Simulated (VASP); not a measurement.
Here is the system:

```xyz
12
Lattice="-2.6355 4.8006 4.4606 2.6355 -4.8006 4.4606 2.6355 4.8006 -4.4606" Properties=species:S:1:pos:R:3 pbc="T T T"
Si     0.0000     0.8136     7.5370
Si     2.6355     3.9870    -3.0765
Si     2.6355    -0.8136     3.0765
Si     0.0000     5.6142     1.3841
O      2.6355    -2.4003     3.4018
O      0.0000     7.2009     1.0587
O      1.3178     5.2092     2.2303
O      1.3178    -0.4086     2.2303
O      1.3178     4.3920    -2.2303
O     -1.3178     5.2092     2.2303
O      0.0000     0.0000     0.0000
O      0.0000     4.8006     0.0000
```

Computed with PBEsol GGA, VASP's PBE PAW potentials (set 64) (plane waves; VASP). Run with 520 eV cut-off, Gaussian smearing of 0.050 eV, potentials Si O.

Task: Give the energies of bands 21 to 34 at the high-symmetry points, in eV from the valence-band maximum.

Result: 
| band | Γ | X | F0 | Λ0 | R | W | S | T |
|---|---|---|---|---|---|---|---|---|
| 21 | -2.11 | -2.31 | -2.47 | -2.32 | -2.44 | -2.27 | -2.39 | -2.26 |
| 22 | -2.10 | -2.13 | -2.12 | -2.13 | -1.99 | -2.27 | -2.10 | -2.26 |
| 23 | -2.06 | -2.05 | -1.94 | -2.05 | -1.99 | -1.94 | -2.07 | -1.87 |
| 24 | -2.05 | -1.91 | -1.90 | -1.91 | -1.86 | -1.94 | -2.00 | -1.87 |
| 25 | -1.47 | -1.79 | -1.82 | -1.79 | -1.78 | -1.72 | -1.81 | -1.74 |
| 26 | -1.43 | -1.74 | -1.70 | -1.74 | -1.76 | -1.72 | -1.62 | -1.74 |
| 27 | -1.42 | -1.58 | -1.37 | -1.58 | -1.41 | -1.45 | -1.48 | -1.45 |
| 28 | -1.24 | -1.32 | -1.37 | -1.32 | -1.37 | -1.45 | -1.21 | -1.45 |
| 29 | -1.06 | -0.56 | -1.20 | -0.56 | -0.87 | -0.85 | -0.56 | -0.96 |
| 30 | -0.71 | -0.25 | -0.57 | -0.25 | -0.82 | -0.85 | -0.54 | -0.96 |
| 31 | -0.45 | -0.23 | -0.50 | -0.23 | -0.75 | -0.43 | -0.31 | -0.41 |
| 32 | 0.00 | -0.02 | -0.20 | -0.03 | -0.22 | -0.43 | -0.16 | -0.41 |
| 33 | 5.49 | 7.36 | 8.06 | 7.31 | 7.55 | 7.92 | 6.44 | 7.70 |
| 34 | 8.52 | 7.40 | 8.18 | 7.41 | 7.89 | 7.92 | 7.02 | 7.70 |

The gap is direct, 5.49 eV, from the valence maximum at Γ to the conduction minimum at Γ.

The structure comes from a computed database's SiO2 entry (Imma); how it stands against other phases isn't given here. It was relaxed first.
